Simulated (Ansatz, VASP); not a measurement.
## WC (Qusongite) in two plane-wave programs

One calculation is typed for both programs; each brings its own data sets and cutoff. How far apart do they land? The cell is taken from a series of runs on this material, whose earlier steps may have relaxed or scaled it; both programs get it as it stands.

Method: plane waves, with VASP 6.6.1 beside it; single point at PBEsol with D3(BJ), in Ansatz 0.2.0.

## 1. Starting point

The structure is hexagonal, space group P-6m2 (No. 187). The conventional cell has a = 2.864 Å, b = 2.864 Å, c = 2.802 Å, α = 90.00°, β = 90.00°, γ = 120.00°. Nearest to W lie 6 C at 2.17 Å. C has 6 W at 2.17 Å nearest. Farther neighbours are not listed.

## 2. VASP: single point, PBEsol with D3(BJ)

A single point gives forces, pressure and levels at one fixed geometry, so differences don't come from the geometry; what else differs is listed under the comparison.

Lines of VASP's logs that name or quote its potential files are left out, and so is its time.

INCAR

```
SYSTEM = WC
PREC = Accurate
ENCUT = 520
EDIFF = 1E-06
NELM = 100
ISMEAR = 0
SIGMA = 0.05
LREAL = .FALSE.
ALGO = Normal
GGA = PS
IVDW = 12
NBANDS = 11
LASPH = .TRUE.
LORBIT = 11
LWAVE = .FALSE.
LCHARG = .FALSE.
KPAR = 2
ISIF = 2
```

POSCAR

```
WC
1.0
    2.8637048800      0.0000000000      0.0000000000
   -1.4318524400      2.4800411800      0.0000000000
    0.0000000000      0.0000000000      2.8023309500
W C
1 1
Direct
    0.0000000000      0.0000000000      0.0000000000
    0.6666666700      0.3333333300      0.5000000000
```

KPOINTS

```
Automatic mesh
0
Gamma
15 15 12
0 0 0
```

PAW data sets: W and C (PBE family, release 64).

Launch:

```console
> mpirun -np 2 vasp_std
```

Numbers of over 12 decimals in the logs are rounded to 6 here.

What it wrote:

```text
[banner, memory and clock lines left out]
running    2 mpi-ranks, on    1 nodes
 distrk:  each k-point on    1 cores,    2 groups
 distr:  one band on    1 cores,    1 groups

 POSCAR found type information on POSCAR W C
 POSCAR found :  2 types and       2 ions
|                                                                             |
|               ----> ADVICE to this user running VASP <----                  |
|                                                                             |
|     You enforced a specific xc type in the INCAR file but a different       |
|     [... a line on the potential file left out ...]
|     I HOPE YOU KNOW WHAT YOU ARE DOING!                                     |
|                                                                             |

 LDA part: xc-table for (Slater+PW92), standard interpolation
 POSCAR, INCAR and KPOINTS ok, starting setup
 FFT: planning ... GRIDC
 FFT: planning ... GRID_SOFT
 FFT: planning ... GRID
 WAVECAR not read
 entering main loop
       N       E                     dE             d eps       ncg     rms          rms(c)
DAV:   1     0.245042748271E+02    0.24504E+02   -0.50830E+03  4158   0.826E+02
DAV:   2    -0.249409575312E+02   -0.49445E+02   -0.47188E+02  4804   0.205E+02
DAV:   3    -0.269036190956E+02   -0.19627E+01   -0.19435E+01  5189   0.344E+01
DAV:   4    -0.269156507956E+02   -0.12032E-01   -0.12029E-01  4525   0.317E+00
DAV:   5    -0.269156994536E+02   -0.48658E-04   -0.48656E-04  5083   0.195E-01    0.373E+01
DAV:   6    -0.240727433927E+02    0.28430E+01   -0.12113E+01  4949   0.215E+01    0.130E+01
DAV:   7    -0.239990889749E+02    0.73654E-01   -0.56237E-01  4266   0.608E+00    0.887E+00
DAV:   8    -0.239591153199E+02    0.39974E-01   -0.87708E-02  4570   0.215E+00    0.198E+00
DAV:   9    -0.239537617489E+02    0.53536E-02   -0.14761E-02  4470   0.778E-01    0.136E-01
DAV:  10    -0.239537266280E+02    0.35121E-04   -0.78619E-04  4877   0.234E-01    0.165E-01
DAV:  11    -0.239537157380E+02    0.10890E-04   -0.75118E-05  4990   0.618E-02    0.797E-03
DAV:  12    -0.239537136439E+02    0.20941E-05   -0.35424E-06  3376   0.131E-02    0.944E-03
DAV:  13    -0.239537136913E+02   -0.47370E-07   -0.30798E-07  2264   0.565E-03
   1 F= -.24890756E+02 E0= -.24890589E+02  d E =-.333498E-03
```

Parts of OUTCAR (step 2):

```text
ion  position               nearest neighbor table
   1  0.000  0.000  0.000-   2 2.17   2 2.17   2 2.17   2 2.17   2 2.17   2 2.17
   2  0.667  0.333  0.500-   1 2.17   1 2.17   1 2.17   1 2.17   1 2.17   1 2.17

  LATTYP: Found a hexagonal cell.
 ALAT       =     2.8637048800
 C/A-ratio  =     0.9785683467

 Subroutine GETGRP returns: Found 12 space group operations
 (whereof 12 operations were pure point group operations)

The static configuration has the point symmetry D_3h.

 Found    189 irreducible k-points:

   k-points           NKPTS =    189   k-points in BZ     NKDIM =    189   number of bands    NBANDS=     11

   dimension x,y,z NGX =    24 NGY =   24 NGZ =   24
   dimension x,y,z NGXF=    48 NGYF=   48 NGZF=   48

   ENCUT  =  520.0 eV  38.22 Ry    6.18 a.u.   5.32  5.32  5.21*2*pi/ulx,y,z

   NELECT =      10.0000    total number of electrons

 k-points in reciprocal lattice and weights: Automatic mesh
   0.00000000  0.00000000  0.00000000       0.000
   0.06666667 -0.00000000  0.00000000       0.002
   0.13333333 -0.00000000  0.00000000       0.002
   0.20000000 -0.00000000  0.00000000       0.002
   0.26666667 -0.00000000  0.00000000       0.002
   0.33333333  0.00000000  0.00000000       0.002
   0.40000000 -0.00000000  0.00000000       0.002
   0.46666667 -0.00000000  0.00000000       0.002
   0.06666667  0.06666667  0.00000000       0.002
[...]
0.33333333  0.26666667  0.50000000       0.004
   0.33333333  0.33333333  0.50000000       0.001

 average (electrostatic) potential at core
       1 -36.4181       2 -45.7751

 E-fermi :   8.6394

 k-point     1 :       0.0000    0.0000    0.0000
  band No.  band energies     occupation
      1      -6.0795      2.00000
      2       4.0868      2.00000
      3       5.1796      2.00000
      4       5.1796      2.00000
      5       8.8137      0.00000
      6      12.0599      0.00000
      7      12.0599      0.00000
      8      14.5845      0.00000
      9      14.5845      0.00000
    ...

 k-point     2 :       0.0667   -0.0000    0.0000
  band No.  band energies     occupation
      1      -5.9609      2.00000
      2       4.1318      2.00000
      3       5.0083      2.00000
      4       5.2972      2.00000
      5       8.4278      2.00000
      6      12.0138      0.00000
      7      12.4837      0.00000
      8      14.3361      0.00000
      9      14.4977      0.00000
     10      15.9157      0.00000
    ...

 k-point     3 :       0.1333   -0.0000    0.0000
  band No.  band energies     occupation
      1      -5.6171      2.00000
      2       4.0185      2.00000
      3       4.8212      2.00000
      4       5.6371      2.00000
      5       7.6341      2.00000
      6      11.8860      0.00000
      7      13.3686      0.00000
      8      13.7105      0.00000
      9      14.2710      0.00000
     10      16.8560      0.00000
    ...

 Edisp (eV)   -0.93704

  Total       0.85457     0.85457     0.85422     0.00000     0.00000    -0.00000
  in kB      68.79457    68.79457    68.76566     0.00000     0.00000    -0.00000
  external pressure =       68.78 kB  Pullay stress =        0.00 kB

  energy-cutoff  :      520.00
  volume of cell :       19.90
      direct lattice vectors                 reciprocal lattice vectors
     2.863704880  0.000000000  0.000000000     0.349197994  0.201609556  0.000000000
    -1.431852440  2.480041180  0.000000000     0.000000000  0.403219111  0.000000000
     0.000000000  0.000000000  2.802330950     0.000000000  0.000000000  0.356845789

 POSITION                                       TOTAL-FORCE (eV/Angst)
 -----------------------------------------------------------------------------------
      0.00000      0.00000      0.00000        -0.000000      0.000000      0.000000
      1.43185      0.82668      1.40117         0.000000     -0.000000      0.000000
 -----------------------------------------------------------------------------------
    total drift:                               -0.000004      0.000003     -0.000000

  FREE ENERGIE OF THE ION-ELECTRON SYSTEM (eV)
  ---------------------------------------------------
  free  energy   TOTEN  =       -24.8907559713 eV

  energy  without entropy=      -24.8904224736  energy(sigma->0) =      -24.89058922

 total charge
# of ion       s       p       d       tot
------------------------------------------
    1        0.650   0.941   4.507   6.098
    2        0.854   1.594   0.000   2.449
--------------------------------------------------
tot          1.504   2.535   4.507   8.546

[... 3 further parts left out ...]
```

Dispersion corrections of this kind ignore metallic screening and tend to overbind metals. The data set W keeps the semicore shell frozen, which is cheaper and a little less accurate.

## 3. Ansatz: single point, PBEsol with D3(BJ)

Ansatz runs on its default PAW (the set named soft_2) files.

The same cell, functional, mesh and smearing now go to Ansatz, which takes its cutoff from its data sets.

input.yaml

```yaml
crystal:
  lattice:
    - [2.86370488, 0.0, 0.0]
    - [-1.43185244, 2.48004118, 0.0]
    - [0.0, 0.0, 2.80233095]
  atoms:
    - { symbol: W, position: [0.0, 0.0, 0.0] }
    - { symbol: C, position: [0.66666667, 0.33333333, 0.5] }
hamiltonian:
  xc: pbesol
  pseudopotentials: { kind: paw }
  dispersion: d3bj
kpoints:
  mp_grid: { grid: [15, 15, 12] }
scf:
  occupations: { method: gaussian, width: 0.05 }
  n_extra_bands: 4
output:
  forces: true
  stress: true
  eigenvalues: true
```

Launch:

```console
> ansatz run input.yaml --threads 2 --pin off --max-ram 4608MiB --backend cpu --events-out ev --progress --plain --runs-dir out
```

What it wrote:

```text
scf.n_extra_bands = 4 over 9 filled bands (N_el = 18.0): the run solves 13 bands
Engine: ansatz 0.2.0, aarch64-unknown-linux-gnu
Pseudopotentials: kind: paw
Pseudopotential: W, paw, valence charge 14, recommended cutoff 420 eV (normal), W.paw.azcp
Pseudopotential: C, paw, valence charge 4, recommended cutoff 420 eV (normal), C.paw.azcp
Functional definition: PBEsol
  exchange = pbesol_x
  correlation = pbesol_c
Crystal: 2 atoms, lattice volume = 19.902 Å³
Basis set: ecut = 420 eV, 405 PW (Γ), exchange–correlation on 40×40×40 points (8 copies of the dense FFT grid, shifted against one another)
Bands: 13, of which v1, the nominal top of the filled ones, is band 9 counted from 1 (8 counted from 0)
Symmetry: 12 space group operations
Space group: P-6m2 (ITA 187), of the structure as read, at distance tolerance 2.7e-5 Å
k-points: 189 of 2700 (time reversal used)
Non-local potential: W, projectors of the file, l = 0: 3, l = 1: 2, l = 2: 2, l = 3: 1
Non-local potential: C, projectors of the file, l = 0: 2, l = 1: 2, l = 2: 1
PAW form: soft (Blöchl's): semilocal exchange-correlation on the pseudo side does not see the compensation charge
PAW frozen core: W, regenerated for the run's functional, and the local potential with it (the file was generated under x = pbe(κ = 0.804, μ = 0.219515), c = pbe(β = 0.066725))
PAW frozen core: C, regenerated for the run's functional, and the local potential with it (the file was generated under x = pbe(κ = 0.804, μ = 0.219515), c = pbe(β = 0.066725))
PAW one-centre angular grid: W, 590 points (default); XC on 64 Gauss nodes
PAW one-centre angular grid: C, 110 points (default); XC on 64 Gauss nodes
Initial density: superposition of atomic densities (neutral atoms: chi_scale 0, normalization atom), corrected by the library's trained network
Initial wavefunctions: pseudopotential atomic-orbital guess
Functional: x = pbesol(κ = 0.804, μ = 0.123457), c = pbesol(β = 0.046)
SCF iter   1: F=—  HF=-10504.643448 eV  |F-HF|=—  |Δ(HF+E_count)|=         —  Δρ=1.28e-2  dr2=2.76e-2  ethr=1.77e-3  ⟨swp⟩=5.8  Hψ=12309  notcnv=0
preconditioner: auto → none  [metal: Δε(μ)=0.044 eV  Ē_g=10.483 eV  σ=0.050 eV  W_gap=0.44  n_scr=8 (ndim 8)  ℏωp=26.3 eV  f_vac=0.000  D(μ)=0.27/eV (n_scr^D=0)  sad-step TF]
SCF iter   2: F=—  HF=-10504.641494 eV  |F-HF|=—  |Δ(HF+E_count)|=   1.95e-3  Δρ=8.16e-3  dr2=1.30e-2  ethr=1.53e-4  ⟨swp⟩=1.0  Hψ=3970  notcnv=0
SCF iter   3: F=—  HF=-10504.639043 eV  |F-HF|=—  |Δ(HF+E_count)|=   2.45e-3  Δρ=9.20e-4  dr2=9.49e-5  ethr=7.20e-5  ⟨swp⟩=2.0  Hψ=4048  notcnv=0
SCF iter   4: F=—  HF=-10504.639003 eV  |F-HF|=—  |Δ(HF+E_count)|=   4.00e-5  Δρ=2.49e-4  dr2=4.67e-6  ethr=5.27e-7  ⟨swp⟩=2.2  Hψ=3840  notcnv=0
SCF iter   5: F=—  HF=-10504.639004 eV  |F-HF|=—  |Δ(HF+E_count)|=   8.54e-7  Δρ=4.96e-5  dr2=2.43e-7  ethr=2.60e-8  ⟨swp⟩=1.4  Hψ=2873  notcnv=0
SCF iter   6: F=-10504.639004 eV  HF=-10504.639004 eV  |F-HF|=7.17e-9  |Δ(HF+E_count)|=   1.09e-9  Δρ=8.48e-6  dr2=1.15e-8  ethr=5.56e-10  ⟨swp⟩=5.2  Hψ=8778  notcnv=0
SCF 1 converged in 6 iterations: F = -10504.639004 eV  dr2 = 1.15e-8
  greatest PAW one-centre occupation: 1.000 electrons in one spin orbital (limit 2), on the W atom at site 0 (counted from 0), in its partial waves of l = 0
SCF converged after 6 iterations
Free energy (F): -10504.639004 eV
Harris-Foulkes:  -10504.639004 eV  (|F-HF|=7.17e-9)
Internal energy: -10504.638695 eV  (E = F + TS)
E sigma→0 (E₀):  -10504.638850 eV
Entropy (-TS):   -0.000309 eV (-0.154 meV/atom)
Fermi energy:    21.417222 eV
--- Per-component energies (eV) ---
  E_band       = -43.588984
  E_kinetic    = 545.449966
  E_local      = -636.654067  (includes V_loc(G=0)·N_el)
  E_nonlocal   = 28.464763
  E_hartree    = 227.183322
  E_xc         = -315.674336
  E_vxc        = -301.527718  (∫ρ·V_xc dr)
  E_paw        = -8531.160901  (= ΣΔE_a)
  E_vpaw       = -133.685740  (= ΣTr[D̂ρ^β])
  E_aug_tail   = -0.000064  (compensation charges beyond the density's cutoff)
  E_ewald      = -1821.552942
  E_disp       = -0.937330  (pairwise vdW)
  E_core_change = 0.242893  (= ΣΔE_core)
  E_smearing   = -0.000309  (= −TS)
  E_closure    = -0.000000  (closes the sum)
  Σ components = -10504.639004   (vs F -10504.639004, Δ=0.00e0)
--- Forces (eV/Å), atoms counted from 1 ---
  atom   1  W      0.00000000     0.00000000     0.00000000
  atom   2  C     -0.00000000     0.00000000     0.00000000
  max |Σ_I F_I| component: 1.20e-16 eV/Å
--- Stress (GPa, compression-positive) ---
        6.964169      -0.000000       0.000000
        0.000000       6.964169       0.000000
        0.000000       0.000000       6.234423
  P = ⅓ Tr σ = 6.7209 GPa (67.209 kbar)
--- Band table (eV; the first three rows and the last of 189) ---
  k-point 0: bands = [... 5 lower, 16.8648, 17.9462, 17.9462, 21.5400, 24.8597, 24.8597, 27.3075, 27.3075]
  k-point 1: bands = [... 5 lower, 16.7929, 18.0268, 18.0268, 21.5184, 24.2427, 24.2427, 27.6687, 27.6687]
  k-point 2: bands = [... 5 lower, 16.4389, 18.2578, 18.2578, 21.6967, 23.1311, 23.1311, 27.9451, 27.9451]
  k-point 188: bands = [... 5 lower, 13.8436, 15.8908, 19.8786, 20.7594, 26.1083, 28.3336, 29.5014, 31.0003]
```

The run ends at a pressure of 6.72 GPa.

## 4. Differences

Known differences besides the PAW data sets themselves: the data sets hold 18 valence electrons in Ansatz (default PAW (the set named soft_2) files) and 10 in VASP; the cutoff is 420 eV in Ansatz and 520 eV in VASP; Ansatz makes its cores anew for this functional, VASP keeps those of its PBE data sets. Total energies have different zeros and are not compared.

The two programs side by side:

```
      quantity  Ansatz  VASP  difference
pressure (GPa)    6.72  6.88       -0.16
```

Ansatz's pressure holds a Pulay correction of 0.32 GPa; VASP's holds none.

## 5. Looking for the cause

How far does this hang on the set-up? Further runs change one program's set-up at a time, as the table lists.

```
                                                            run  difference in pressure (GPa)
                                                       as above                         -0.16
VASP with the data sets W_sv_GW and C_GW and a cutoff of 670 eV                        -0.035
      VASP with the data sets W and C_h and a cutoff of 1190 eV                         -0.10
```

## 6. Results

```
difference in pressure (single point, PBEsol with D3(BJ)) : -0.16 GPa
```

In words: The difference in pressure is -0.16 GPa (single point, PBEsol with D3(BJ)), within the 1 GPa picked in this series as the mark of a large difference. For single point, PBEsol with D3(BJ): with VASP with the data sets W_sv_GW and C_GW and a cutoff of 670 eV the difference in pressure shrinks in size, from -0.16 to -0.035 GPa. Differences of this kind measure data sets and numerical settings, not the functional's error against experiment.

[Lines on the potential files, build, host, timing and source positions are cut from VASP's logs without a mark.]

[Logs are printed without paths, hosts, clocks, repeated set-up lines and the standing remarks that a program may print on its own settings, such as how far it seeks lower states.]

[Hosts, paths, dates, database ids (printed as entryN), source tags and the programs' standing remarks are cut or masked in the printed files.]
